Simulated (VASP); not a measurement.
A VASP calculation is set up with these files.

INCAR:
```
SYSTEM = WSe2
PREC = Accurate; ENCUT = 500; LREAL = .False.
LASPH = .True.
EDIFF = 1E-6; NELM = 100; ALGO = Normal
LMAXMIX = 6
ISMEAR = 0; SIGMA = 0.05
GGA = PE
IBRION = 2; NSW = 40; ISIF = 3
EDIFFG = -0.02; PSTRESS = 100
LWAVE = .False.; LCHARG = .False.
```

KPOINTS:
```
Automatic mesh
0
G
  8 8 2
```

### POSCAR
```
WSe2
1
    1.6345932253    -2.8311978231     0.0000000000
    1.6345932253     2.8311978231     0.0000000000
    0.0000000000     0.0000000000    12.6609466831
W Se
2 4
Direct
  0.3333330000   0.6666670000   0.2500000000
  0.6666670000   0.3333330000   0.7500000000
  0.3333330000   0.6666670000   0.8833748882
  0.6666670000   0.3333330000   0.3833748882
  0.6666670000   0.3333330000   0.1166251118
  0.3333330000   0.6666670000   0.6166251118
```

POTCAR, in this order: W_sv Se (PBE.64 set). Program: vasp_std.

### Question
Write an equivalent input for Quantum ESPRESSO's pw.x.

### Answer
One equivalent input (not run):
```
&CONTROL
  calculation = 'vc-relax'
  pseudo_dir = './pseudo'
  outdir = './out'
  tprnfor = .true.
  tstress = .true.
  nstep = 40
  forc_conv_thr = 0.00078
/
&SYSTEM
  ibrav = 0
  nat = 6
  ntyp = 2
  ecutwfc = 86
  occupations = 'smearing'
  smearing = 'gaussian'
  degauss = 0.003675
  input_dft = 'pbe'
/
&ELECTRONS
  conv_thr = 7.3e-08
  electron_maxstep = 100
/
&IONS
/
&CELL
  press = 100
/
ATOMIC_SPECIES
  W 183.840 W.upf
  Se 78.971 Se.upf
CELL_PARAMETERS angstrom
     1.6345932   -2.8311978    0.0000000
     1.6345932    2.8311978    0.0000000
     0.0000000    0.0000000   12.6609467
ATOMIC_POSITIONS crystal
  W    0.3333330  0.6666670  0.2500000
  W    0.6666670  0.3333330  0.7500000
  Se   0.3333330  0.6666670  0.8833749
  Se   0.6666670  0.3333330  0.3833749
  Se   0.6666670  0.3333330  0.1166251
  Se   0.3333330  0.6666670  0.6166251
K_POINTS automatic
  8 8 2 0 0 0
```
The two are equivalent in intent, not identical: the potentials are each code's own (VASP's PAW set, PseudoDojo norm-conserving files in pw.x), so ENCUT and ecutwfc are chosen apart and not converted; conv_thr bounds pw.x's estimated SCF error, while EDIFF bounds the energy change between steps; forc_conv_thr acts on force components and is met together with etot_conv_thr.

The compound is WSe2 in the 2H layered structure. This run relaxes it under an external pressure of 10 GPa. Symmetry was kept, so distortions that lower it aren't found.
